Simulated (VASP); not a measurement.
These are MS2 meta-GGA, VASP's PBE PAW potentials (set 64) (plane waves; VASP) values and carry that method's errors.

VASP ran on this input.

### KPOINTS_OPT
```
k-points along high-symmetry lines
10
Line-mode
Reciprocal
  0.000000   0.000000   0.000000 ! GAMMA
  0.500000  -0.500000   0.500000 ! H

  0.500000  -0.500000   0.500000 ! H
 -0.000000   0.000000   0.500000 ! N

 -0.000000   0.000000   0.500000 ! N
  0.000000   0.000000   0.000000 ! GAMMA

  0.000000   0.000000   0.000000 ! GAMMA
  0.250000   0.250000   0.250000 ! P

  0.250000   0.250000   0.250000 ! P
  0.500000  -0.500000   0.500000 ! H

  0.250000   0.250000   0.250000 ! P
 -0.000000   0.000000   0.500000 ! N
```

INCAR:
```
ALGO  =  Normal
EDIFF  =  1E-7
ENCUT  =  520
ISIF  =  2
ISMEAR  =  -5
LASPH  =  .True.
LCHARG  =  .False.
LMAXMIX  =  4
LMIXTAU  =  .True.
LORBIT  =  11
LREAL  =  .False.
LWAVE  =  .False.
METAGGA  =  MS2
NEDOS  =  601
NELM  =  100
PREC  =  Accurate
SYSTEM  =  Cs
```

File POSCAR:
```
Cs
1
   -3.1171637010     3.1171637010     3.1171637010
    3.1171637010    -3.1171637010     3.1171637010
    3.1171637010     3.1171637010    -3.1171637010
Cs
1
Direct
  0.0000000000   0.0000000000   0.0000000000
```

### KPOINTS
```
Regular mesh
0
G
 9 9 9
0 0 0
```

POTCAR, in this order: Cs_sv (PBE.64 set). Program: vasp_std.

The run wrote:

File OSZICAR:
```
       N       E                     dE             d eps       ncg     rms          rms(c)
DAV:   1     0.582733225094E+02    0.58273E+02   -0.28031E+03   560   0.738E+02
DAV:   2     0.763435276647E+01   -0.50639E+02   -0.50137E+02   736   0.133E+02
DAV:   3     0.211545885121E+01   -0.55189E+01   -0.55183E+01   568   0.523E+01
DAV:   4     0.206472804377E+01   -0.50731E-01   -0.50725E-01  1008   0.644E+00
DAV:   5     0.206470116093E+01   -0.26883E-04   -0.26855E-04   712   0.102E-01    0.194E+00
DAV:   6     0.410208862507E+01    0.20374E+01   -0.11890E+00   560   0.149E+01    0.932E-01
DAV:   7     0.417119431910E+01    0.69106E-01   -0.65760E-01   560   0.971E+00    0.337E-01
DAV:   8     0.436751296843E+01    0.19632E+00   -0.43878E-01   560   0.959E+00    0.144E-01
DAV:   9     0.406844777658E+01   -0.29907E+00   -0.38043E-01   560   0.850E+00    0.101E-01
DAV:  10     0.419778844606E+01    0.12934E+00   -0.98786E-02   592   0.434E+00    0.447E-02
DAV:  11     0.430423981768E+01    0.10645E+00   -0.13450E-01   560   0.616E+00    0.421E-02
DAV:  12     0.441733834672E+01    0.11310E+00   -0.66476E-02   576   0.420E+00    0.337E-02
DAV:  13     0.447986115783E+01    0.62523E-01   -0.53520E-02   560   0.383E+00    0.341E-02
DAV:  14     0.451128734120E+01    0.31426E-01   -0.32305E-02   560   0.289E+00    0.345E-02
DAV:  15     0.450377773508E+01   -0.75096E-02   -0.25648E-03   640   0.683E-01    0.332E-02
DAV:  16     0.452059672539E+01    0.16819E-01   -0.19599E-02   560   0.191E+00    0.298E-02
DAV:  17     0.452327988735E+01    0.26832E-02   -0.13057E-03   696   0.458E-01    0.275E-02
DAV:  18     0.452313389775E+01   -0.14599E-03   -0.12471E-03   560   0.524E-01    0.286E-02
DAV:  19     0.451378151293E+01   -0.93524E-02   -0.43571E-02   560   0.287E+00    0.224E-02
DAV:  20     0.451135027827E+01   -0.24312E-02   -0.71897E-03   560   0.118E+00    0.201E-02
DAV:  21     0.451039907645E+01   -0.95120E-03   -0.35252E-04   736   0.212E-01    0.207E-02
DAV:  22     0.451002457906E+01   -0.37450E-03   -0.96890E-04   560   0.440E-01    0.205E-02
DAV:  23     0.451094078168E+01    0.91620E-03   -0.82689E-04   576   0.402E-01    0.197E-02
DAV:  24     0.451384728230E+01    0.29065E-02   -0.68759E-03   560   0.108E+00    0.192E-02
DAV:  25     0.451338114871E+01   -0.46613E-03   -0.44992E-03   576   0.997E-01    0.255E-02
DAV:  26     0.451172463154E+01   -0.16565E-02   -0.20852E-03   560   0.431E-01    0.275E-02
DAV:  27     0.450933059314E+01   -0.23940E-02   -0.39387E-03   560   0.750E-01    0.273E-02
DAV:  28     0.450956942040E+01    0.23883E-03   -0.76676E-05   632   0.102E-01    0.271E-02
DAV:  29     0.450743069739E+01   -0.21387E-02   -0.23219E-03   560   0.589E-01    0.276E-02
DAV:  30     0.450777110007E+01    0.34040E-03   -0.56844E-04   560   0.299E-01    0.286E-02
DAV:  31     0.450693222532E+01   -0.83887E-03   -0.38348E-04   560   0.232E-01    0.304E-02
DAV:  32     0.450630538918E+01   -0.62684E-03   -0.26576E-04   576   0.195E-01    0.316E-02
DAV:  33     0.450603801883E+01   -0.26737E-03   -0.30168E-05   736   0.692E-02    0.327E-02
DAV:  34     0.450578798326E+01   -0.25004E-03   -0.66659E-05   560   0.108E-01    0.294E-02
DAV:  35     0.450618725276E+01    0.39927E-03   -0.81547E-04   560   0.386E-01    0.239E-02
DAV:  36     0.450649905980E+01    0.31181E-03   -0.25554E-04   560   0.214E-01    0.221E-02
DAV:  37     0.450647145291E+01   -0.27607E-04   -0.63560E-05   560   0.108E-01    0.180E-02
DAV:  38     0.450592656822E+01   -0.54488E-03   -0.90317E-04   560   0.383E-01    0.103E-02
DAV:  39     0.450587604331E+01   -0.50525E-04   -0.38445E-05   584   0.757E-02    0.685E-03
DAV:  40     0.450586073253E+01   -0.15311E-04   -0.32583E-06   680   0.247E-02    0.629E-03
DAV:  41     0.450567351019E+01   -0.18722E-03   -0.18944E-04   560   0.188E-01    0.283E-03
DAV:  42     0.450566770834E+01   -0.58019E-05   -0.17565E-05   576   0.504E-02    0.239E-03
DAV:  43     0.450566759668E+01   -0.11165E-06   -0.33705E-07   848   0.754E-03    0.262E-03
DAV:  44     0.450567656216E+01    0.89655E-05   -0.57287E-06   560   0.313E-02    0.276E-03
DAV:  45     0.450568740252E+01    0.10840E-04   -0.48515E-06   560   0.280E-02    0.236E-03
DAV:  46     0.450569016799E+01    0.27655E-05   -0.10021E-06   576   0.144E-02    0.239E-03
DAV:  47     0.450568997552E+01   -0.19247E-06   -0.52081E-07   560   0.925E-03    0.188E-03
DAV:  48     0.450569229419E+01    0.23187E-05   -0.11402E-06   560   0.141E-02    0.112E-03
DAV:  49     0.450569284411E+01    0.54992E-06   -0.58819E-07   560   0.104E-02    0.661E-04
DAV:  50     0.450569375727E+01    0.91316E-06   -0.62717E-07   560   0.110E-02    0.320E-04
DAV:  51     0.450569413465E+01    0.37737E-06   -0.23147E-07   560   0.700E-03    0.217E-04
DAV:  52     0.450569389977E+01   -0.23488E-06   -0.15863E-07   560   0.592E-03    0.228E-04
DAV:  53     0.450569412793E+01    0.22816E-06   -0.10386E-07   576   0.483E-03    0.157E-04
DAV:  54     0.450569426097E+01    0.13304E-06   -0.59019E-08   592   0.279E-03    0.677E-05
DAV:  55     0.450569426493E+01    0.39565E-08   -0.16076E-08   600   0.183E-03
   1 F= 0.45056943E+01 E0= 0.45056943E+01  d E =0.000000E+00
       N       E                     dE             ncg
       N       E                     dE             ncg
```

**OUTCAR**
```
------------------------ aborting loop because EDIFF is reached ----------------------------------------
  FORCE on cell =-STRESS in cart. coord.  units (eV):
  Direction    XX          YY          ZZ          XY          YZ          ZX
  --------------------------------------------------------------------------------------
  Total       -0.0075012     -0.0075012     -0.0075012     -0.0000000     -0.0000000      0.0000000
  in kB       -0.0991976     -0.0991976     -0.0991976     -0.0000000     -0.0000000      0.0000000
  external PRESSURE =      -0.0991976 kB  Pullay stress =       0.0000000 kB
  volume of cell :      121.15
      direct lattice vectors                 reciprocal lattice vectors
    -3.117163701  3.117163701  3.117163701     0.000000000  0.160402227  0.160402227
     3.117163701 -3.117163701  3.117163701     0.160402227  0.000000000  0.160402227
     3.117163701  3.117163701 -3.117163701     0.160402227  0.160402227  0.000000000
 POSITION                                       TOTAL-FORCE (eV/Angst)
 -----------------------------------------------------------------------------------
      0.00000      0.00000      0.00000         0.000000      0.000000      0.000000
 -----------------------------------------------------------------------------------
    total drift:                               -0.000000     -0.000000     -0.000000
  FREE ENERGIE OF THE ION-ELECTRON SYSTEM (eV)
  ---------------------------------------------------
  free  energy   TOTEN  =         4.5056942649 eV

  energy  without entropy=        4.5056942649  energy(sigma->0) =        4.50569426

 total charge

# of ion       s       p       d       tot
------------------------------------------
    1        2.324   4.723   0.007   7.054
```
(Selected blocks of OUTCAR.)

File OUTCAR:
```
 val. band max:        0.3520737758   @ k =  -0.3333   0.4444   0.1111

 cond. band min:       0.4525796143   @ k =  -0.4444   0.4444   0.1111


 Fermi energy:         0.3906563789

 k-point     1 :       0.0000    0.0000    0.0000
  band No.  band energies     occupation
      1     -24.0841      2.00000
      2     -10.6905      2.00000
      3     -10.6905      2.00000
      4     -10.6905      2.00000
      5      -1.2524      2.00000
      6       2.9986      0.00000
      7       2.9986      0.00000
      8       2.9986      0.00000

 k-point     2 :       0.1111    0.0000    0.0000
  band No.  band energies     occupation
      1     -24.0835      2.00000
      2     -10.7036      2.00000
      3     -10.6948      2.00000
      4     -10.6905      2.00000
      5      -1.1241      2.00000
      6       2.8326      0.00000
      7       2.8435      0.00000
      8       3.1297      0.00000

 k-point     3 :       0.2222    0.0000    0.0000
  band No.  band energies     occupation
      1     -24.0819      2.00000
      2     -10.7364      2.00000
      3     -10.7057      2.00000
      4     -10.6904      2.00000
      5      -0.7595      2.00000
      6       2.2915      0.00000
      7       2.5386      0.00000
      8       3.5166      0.00000

 k-point     4 :       0.3333    0.0000    0.0000
  band No.  band energies     occupation
      1     -24.0801      2.00000
      2     -10.7729      2.00000
      3     -10.7180      2.00000
      4     -10.6904      2.00000
      5      -0.2232      2.05388
      6       1.7099      0.00000
      7       2.2749      0.00000
      8       3.7775      0.00000

 k-point     5 :       0.4444    0.0000    0.0000
  band No.  band energies     occupation
      1     -24.0790      2.00000
      2     -10.7963      2.00000
      3     -10.7260      2.00000
      4     -10.6904      2.00000
      5       0.3384      1.36071
      6       1.2174      0.00000
      7       2.1307      0.00000
...
```

For a metal the tetrahedron method with Blöchl corrections gives inexact stress and forces. Unless said otherwise, spin-orbit coupling is left out, though it shifts the bands of the heavy elements here.

The compound is Cs in the bcc structure. It was relaxed first, which changed the volume by +7 %.
